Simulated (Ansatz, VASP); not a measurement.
ScSbS3: VASP beside Ansatz

```
Sc Sb S
1.0
     4.04304    0.00000    0.00000
     0.00000    4.04304    0.00000
     0.00000    0.00000    8.01475
Sc Sb S
1 1 3
Direct
  0.00000 0.00000 0.50000
  0.50000 0.50000 0.50000
  0.50000 0.50000 0.77102
  0.50000 0.50000 0.22898
  0.50000 0.50000 0.00000
```

Alike in both runs: task single point; functional PBE; k mesh 4 × 4 × 2; occupations gaussian, width 0.1 eV; no spin polarisation.

```csv
,VASP,Ansatz
version,VASP 6.6.1,Ansatz 0.2.0
potentials or method,"VASP PAW PBE potentials, release 64 (Sc_sv, Sb, S)","scalar-relativistic, plane waves, PAW"
plane-wave cutoff (eV),520,420
valence electrons in the cell,34,44
```

Ansatz gave:

| Property | Result |
| --- | --- |
| gap on the k mesh at the Fermi level (eV) | none |
| pressure (GPa) | 23.0 |
| largest component of the traceless stress (GPa) | 45.91 |
| rms of the force components (eV/Å) | 0.316 |

**Question.** Which values does VASP return?

**Answer.** gap on the k mesh at the Fermi level (eV): none; pressure (GPa): 23.1; largest component of the traceless stress (GPa): 46.04; rms of the force components (eV/Å): 0.163.

Atom by atom the forces differ by 0.153 eV/Å (rms over components). A gap of «none» marks a metal or a gap that the smearing closes. One of these differences is far larger than is usual between the two programs; its cause wasn't traced. With one functional, cell and mesh, what is left measures potentials, basis and numerics. The two sets of potentials don't hold the same shells in valence.

Caveats: the k mesh is coarse (spacing up to 0.39 Å⁻¹), so the values aren't converged; so large a pressure means that the cell lies far from this level's equilibrium, or that cutoff or potentials fall short (VASP). The runs have no spin-orbit coupling, so splittings on Sb are missing.
